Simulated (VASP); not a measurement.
Given:

```
CELL_PARAMETERS angstrom
      4.97418     0.00000     0.00000
      0.00000     5.37949     0.00000
      0.00000     0.00000    24.29755
ATOMIC_POSITIONS crystal
  Al 0.01744 0.88601 0.65213
  Al 0.51744 0.61399 0.65213
  Al 0.99706 0.41368 0.59801
  Al 0.49706 0.08632 0.59801
  Al 0.99906 0.91513 0.53137
  Al 0.49906 0.58487 0.53137
  Al 0.99906 0.41513 0.46863
  Al 0.49906 0.08487 0.46863
  Al 0.99706 0.91368 0.40199
  Al 0.49706 0.58632 0.40199
  Al 0.01744 0.38601 0.34787
  Al 0.51744 0.11399 0.34787
  N  0.37267 0.91751 0.65936
  N  0.87267 0.58249 0.65936
  N  0.37851 0.41748 0.59618
  N  0.87851 0.08252 0.59618
  N  0.38126 0.91908 0.53228
  N  0.88126 0.58092 0.53228
  N  0.38126 0.41908 0.46772
  N  0.88126 0.08092 0.46772
  N  0.37851 0.91748 0.40382
  N  0.87851 0.58252 0.40382
  N  0.37267 0.41751 0.34064
  N  0.87267 0.08249 0.34064
```

Method: r2SCAN meta-GGA, VASP's PBE PAW potentials (set 64) (plane waves; VASP). Run with PREC = Normal, LREAL = Auto, 450 eV cut-off, 4×4×1 Γ-centred mesh, Gaussian smearing of 0.050 eV, potentials Al N.

Question: What does the run give for the energy per atom (σ→0), band gap (on the k-mesh) with the smallest direct gap where there is one?

Answer: 
```json
{
  "band gap (on the k-mesh)": "3.58 eV",
  "smallest direct gap (on the k-mesh)": "3.58 eV",
  "energy per atom (σ→0)": "-9.258 eV/atom"
}
```

The absolute energy has meaning only against runs of the same code, potentials and settings.

The cell is a thin slab with vacuum, built from AlN (wurtzite): (110) face.
